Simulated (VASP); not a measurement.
These are PBEsol GGA, VASP's PBE PAW potentials (set 64) (plane waves; VASP 6.6.1) values and carry that method's errors.

VASP ran on this input.

**POSCAR**
```
Be3CdTe4
1
   -0.0208920932     5.8344633437     5.8764754581
    5.8344633437    -0.0208920932     5.8764754581
    2.9067856252     2.9067856252     0.0000000000
Cd Te Be
1 4 3
Direct
  0.9965850110   0.9965850110   0.0068299781
  0.1468373039   0.1468373039   0.2063253922
  0.1344842142   0.5965120598   0.2690037260
  0.5965120598   0.1344842142   0.2690037260
  0.6247927877   0.6247927877   0.2504144247
  0.0002212157   0.5009853065   0.9987934778
  0.5009853065   0.0002212157   0.9987934778
  0.4995821013   0.4995821013   0.0008357975
```

### INCAR
```
SYSTEM = Be3CdTe4
PREC = Accurate
ENCUT = 400
EDIFF = 1E-6
NELM = 100
ALGO = Normal
LREAL = .FALSE.
LASPH = .TRUE.
ISMEAR = 0
SIGMA = 0.05
GGA = PS
LMAXMIX = 4
LWAVE = .FALSE.
LCHARG = .FALSE.
IBRION = 2
ISIF = 3
NSW = 60
EDIFFG = -0.02
```

KPOINTS:
```
Automatic mesh
0
Gamma
3 3 6
0 0 0
```

POTCAR, in this order: Cd Te Be (PBE.64 set). Program: vasp_std.

Output

File OUTCAR:
```
 ion  position               nearest neighbor table
   1  0.997  0.997  0.007-   3 2.71   4 2.71   2 2.71   2 2.71
   2  0.147  0.147  0.206-   6 2.41   7 2.41   1 2.71   1 2.71
   3  0.134  0.597  0.269-   6 2.46   6 2.46   8 2.48   1 2.71
   4  0.597  0.134  0.269-   7 2.46   7 2.46   8 2.48   1 2.71
   5  0.625  0.625  0.250-   8 2.53   8 2.53   7 2.54   6 2.54
   6  0.000  0.501  0.999-   2 2.41   3 2.46   3 2.46   5 2.54
   7  0.501  0.000  0.999-   2 2.41   4 2.46   4 2.46   5 2.54
   8  0.500  0.500  0.001-   3 2.48   4 2.48   5 2.53   5 2.53
  LATTYP: Found a base centered orthorhombic cell.
 ALAT       =     8.2807230714
 B/A-ratio  =     1.4193145713
 C/A-ratio  =     0.4964319684
 Subroutine PRICEL returns:
 Original cell was already a primitive cell.
 Subroutine GETGRP returns: Found  4 space group operations
The static configuration has the point symmetry C_2v.
The dynamic configuration has the point symmetry C_2v.
 Subroutine INISYM returns: Found  4 space group operations
 Subroutine IBZKPT returns following result:
 Found     16 irreducible k-points:

 Following reciprocal coordinates:
            Coordinates               Weight
  0.000000  0.000000  0.000000      1.000000
  0.333333  0.000000  0.000000      4.000000
  0.333333  0.333333  0.000000      2.000000
 -0.333333  0.333333  0.000000      2.000000
  0.000000  0.000000  0.166667      4.000000
  0.333333 -0.000000  0.166667      4.000000
 -0.333333  0.000000  0.166667      8.000000
 -0.333333 -0.333333  0.166667      2.000000
  0.000000  0.000000  0.333333      4.000000
  0.333333  0.000000  0.333333      8.000000
 -0.333333 -0.000000  0.333333      4.000000
  0.333333  0.333333  0.333333      2.000000
  0.000000  0.000000  0.500000      1.000000
  0.333333  0.000000  0.500000      4.000000
  0.333333  0.333333  0.500000      2.000000
 -0.333333  0.333333  0.500000      2.000000
...
```

OSZICAR:
```
       N       E                     dE             d eps       ncg     rms          rms(c)
DAV:   1     0.189730842731E+03    0.18973E+03   -0.14780E+04   832   0.109E+03
DAV:   2    -0.162890148091E+02   -0.20602E+03   -0.20217E+03   996   0.233E+02
DAV:   3    -0.299585110850E+02   -0.13669E+02   -0.13603E+02  1030   0.663E+01
DAV:   4    -0.302232282137E+02   -0.26472E+00   -0.26448E+00  1166   0.874E+00
DAV:   5    -0.302267603529E+02   -0.35321E-02   -0.35311E-02  1092   0.101E+00    0.945E+00
DAV:   6    -0.296517821588E+02    0.57498E+00   -0.13007E+00   996   0.108E+01    0.690E+00
DAV:   7    -0.295536891862E+02    0.98093E-01   -0.60558E-01  1054   0.395E+00    0.239E+00
DAV:   8    -0.295512297970E+02    0.24594E-02   -0.66906E-02  1002   0.241E+00    0.818E-01
DAV:   9    -0.295519227836E+02   -0.69299E-03   -0.77413E-03  1128   0.846E-01    0.230E-01
DAV:  10    -0.295518341092E+02    0.88674E-04   -0.15141E-03  1000   0.372E-01    0.788E-02
DAV:  11    -0.295518836060E+02   -0.49497E-04   -0.41666E-04  1096   0.156E-01    0.422E-02
DAV:  12    -0.295518794348E+02    0.41712E-05   -0.78722E-05   972   0.857E-02    0.199E-02
DAV:  13    -0.295518861558E+02   -0.67209E-05   -0.87393E-06   966   0.196E-02    0.868E-03
DAV:  14    -0.295518874418E+02   -0.12860E-05   -0.31237E-06   814   0.138E-02    0.313E-03
DAV:  15    -0.295518874929E+02   -0.51080E-07   -0.36498E-07   578   0.357E-03
   1 F= -.29551887E+02 E0= -.29551887E+02  d E =-.295519E+02
       N       E                     dE             d eps       ncg     rms          rms(c)
DAV:   1    -0.295524631852E+02   -0.57574E-03   -0.24246E-02   896   0.838E-01    0.116E-01
DAV:   2    -0.295522790177E+02    0.18417E-03   -0.59070E-04  1052   0.174E-01    0.488E-02
DAV:   3    -0.295521974567E+02    0.81561E-04   -0.96988E-05  1072   0.587E-02    0.258E-02
DAV:   4    -0.295521800253E+02    0.17431E-04   -0.38243E-05  1072   0.365E-02    0.756E-03
DAV:   5    -0.295521800577E+02   -0.32353E-07   -0.40356E-06   838   0.139E-02
   2 F= -.29552180E+02 E0= -.29552180E+02  d E =-.292565E-03
```

File OUTCAR:
```
------------------------ aborting loop because EDIFF is reached ----------------------------------------
  FORCE on cell =-STRESS in cart. coord.  units (eV):
  Direction    XX          YY          ZZ          XY          YZ          ZX
  --------------------------------------------------------------------------------------
  Total       -0.0533903     -0.0533903      0.0759655     -0.0214641      0.0000000      0.0000000
  in kB       -0.4274960     -0.4274960      0.6082558     -0.1718633      0.0000000      0.0000000
  external PRESSURE =      -0.0822454 kB  Pullay stress =       0.0000000 kB
  volume of cell :      200.10
      direct lattice vectors                 reciprocal lattice vectors
    -0.025164708  5.832949881  5.881284338    -0.085351693  0.085351693  0.085015444
     5.832949881 -0.025164708  5.881284338     0.085351693 -0.085351693  0.085015444
     2.903892587  2.903892587  0.000000000     0.172182677  0.172182677 -0.170030888
 POSITION                                       TOTAL-FORCE (eV/Angst)
 -----------------------------------------------------------------------------------
      5.80779      5.80779     11.72317        -0.000000     -0.000000     -0.011956
      1.45195      1.45195      1.72647         0.000000      0.000000      0.003236
      4.25641      1.55138      4.29977        -0.005076      0.005076      0.015234
      1.55138      4.25641      4.29977         0.005076     -0.005076      0.015234
      4.35584      4.35584      7.34954         0.000000      0.000000      0.008075
      5.82268      2.88899      2.94703        -0.002379      0.002379     -0.013908
      2.88899      5.82268      2.94703         0.002379     -0.002379     -0.013908
      2.90389      2.90389      5.87621        -0.000000     -0.000000     -0.002008
 -----------------------------------------------------------------------------------
    total drift:                                0.000021      0.000021      0.000903
  FREE ENERGIE OF THE ION-ELECTRON SYSTEM (eV)
  ---------------------------------------------------
  free  energy   TOTEN  =       -29.5521800577 eV

  energy  without entropy=      -29.5521800577  energy(sigma->0) =      -29.55218006

 reached required accuracy - stopping structural energy minimisation
```
(Selected blocks of OUTCAR.)

CONTCAR:
```
Be3CdTe4
   1.00000000000000
    -0.0251647079997399    5.8329498814680258    5.8812843379886486
     5.8329498814680258   -0.0251647079997399    5.8812843379886486
     2.9038925866841518    2.9038925866841518    0.0000000000000405
  Cd              Te              Be
     1     4     3
Direct
     0.9966507486451965    0.9966507486451965    0.0066985028096087
     0.1467765702126318    0.1467765702126318    0.2064468595747363
     0.1346682777920260    0.5964257377648758    0.2689059844430982
     0.5964257377648758    0.1346682777920260    0.2689059844430982
     0.6248245540625750    0.6248245540625750    0.2503508919748519
     0.0001474514259759    0.5009379154162705    0.9989146331577535
     0.5009379154162705    0.0001474514259759    0.9989146331577535
     0.4995687447804502    0.4995687447804502    0.0008625105391013
```

The structure was generated: Be3CdTe4 was put into an ordered model structure (Amm2), which need not be its known phase. This run relaxes it. Symmetry was kept, so distortions that lower it aren't found. The start is the result of an earlier pass.
